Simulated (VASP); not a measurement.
Input:

```yaml
crystal:
  lattice:
    - [1.24912, -2.13667, 0.00000]
    - [1.24912, 2.13667, 0.00000]
    - [0.00000, 0.00000, 6.87972]
  atoms:
    - { symbol: C, position: [0.00000, 0.00000, 0.25000] }
    - { symbol: C, position: [0.00000, 0.00000, 0.75000] }
    - { symbol: C, position: [0.33333, 0.66667, 0.25000] }
    - { symbol: C, position: [0.69698, 0.36365, 0.75000] }
```
Cell charge -0.1.

Computed with PBE GGA, VASP's PBE PAW potentials (set 64) (plane waves; VASP). Numerical set-up: NELECT = 16.1, 520 eV cut-off, 13×13×4 Γ-centred mesh, Gaussian smearing of 0.050 eV, potentials C.

The cell is charged, with a uniform compensating background.

Q: Give the force on each atom (eV/Å).

A: 
| atom | Fx | Fy | Fz |
|---|---|---|---|
| C1 | -0.048 | 0.138 | 0.000 |
| C2 | 3.638 | 0.136 | 0.000 |
| C3 | 0.053 | -0.140 | 0.000 |
| C4 | -3.643 | -0.134 | 0.000 |

Q: Give the stress tensor in GPa (positive for a compressed cell).

A: 
```
-6.50   3.18   0.00
 3.18   3.90   0.00
 0.00   0.00   6.16
```
The pressure is its mean diagonal, 1.19 GPa.

The compound is C in the graphite structure. The cell was not relaxed at this level. The run is one of a series of settings (ISMEAR = 0, NELECT = 16.1, SIGMA = 0.05 against the base run), some of them coarse on purpose.
